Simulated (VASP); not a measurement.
Here is a VASP 6.6.1 calculation.

The input POSCAR:

```
Ge2TeS
1.0
    4.0425341822      0.0000000000      0.0000000000
    0.0000000000      4.0425341822      0.0000000000
    0.0000000000      0.0000000000      5.7390760307
S Ge Te
1 2 1
Direct
    0.0000000000      0.0000000000      0.0000000000
    0.0000000000      0.0000000000      0.5000000000
    0.5000000000      0.5000000000      0.0000000000
    0.5000000000      0.5000000000      0.5000000000
```

INCAR.step1

```
SYSTEM = Ge2TeS
PREC     = Accurate       ! precision mode
ENCUT    = 520            ! plane-wave cutoff, eV
ISMEAR   = -1             ! smearing method
SIGMA    = 0.02           ! smearing width, eV
LREAL    = .FALSE.        ! projectors in reciprocal space
LASPH    = .TRUE.         ! aspherical terms in the spheres
NELM     = 100            ! most SCF steps
NBANDS   = 28             ! bands
GGA      = PE             ! functional
ALGO     = Normal         ! electronic algorithm
EDIFF    = 1E-4           ! SCF threshold, eV
LWAVE    = .TRUE.         ! write WAVECAR
LCHARG   = .FALSE.        ! write CHGCAR
```

File INCAR.step2:

```
SYSTEM = Ge2TeS
PREC     = Accurate       ! precision mode
ENCUT    = 520            ! plane-wave cutoff, eV
EDIFF    = 1E-6           ! SCF threshold, eV
ISMEAR   = -1             ! smearing method
SIGMA    = 0.02           ! smearing width, eV
LREAL    = .FALSE.        ! projectors in reciprocal space
LASPH    = .TRUE.         ! aspherical terms in the spheres
NELM     = 100            ! most SCF steps
ALGO     = Normal         ! electronic algorithm
ISIF     = 2              ! what is computed and relaxed
LWAVE    = .FALSE.        ! write WAVECAR
LCHARG   = .FALSE.        ! write CHGCAR
METAGGA  = R2SCAN         ! meta-GGA
LMIXTAU  = .TRUE.       
NBANDS   = 28             ! bands
ISTART   = 1
```

File KPOINTS:

```
Automatic mesh
0
G
  6 6 4
  0 0 0
```

Potentials or basis: VASP PAW PBE potentials, release 64 (S, Ge_d, Te).

Command:

```sh
$ cat potpaw_PBE.64/S/POTCAR potpaw_PBE.64/Ge_d/POTCAR potpaw_PBE.64/Te/POTCAR > POTCAR
$ cp INCAR.step1 INCAR
$ mpirun -np 1 vasp_std > vasp.out
$ cp INCAR.step2 INCAR
$ mpirun -np 1 vasp_std > vasp.out
```

(1) What does it give for the band gap on the k mesh?

(2) Estimate the pressure.

Answers

(1) 0.05 eV, direct.

(2) 0.0 GPa.

Caveat: the PAW data sets were made with another functional, which shifts forces and pressure a little; spin-orbit coupling is left out, which moves the levels of the heavy elements.
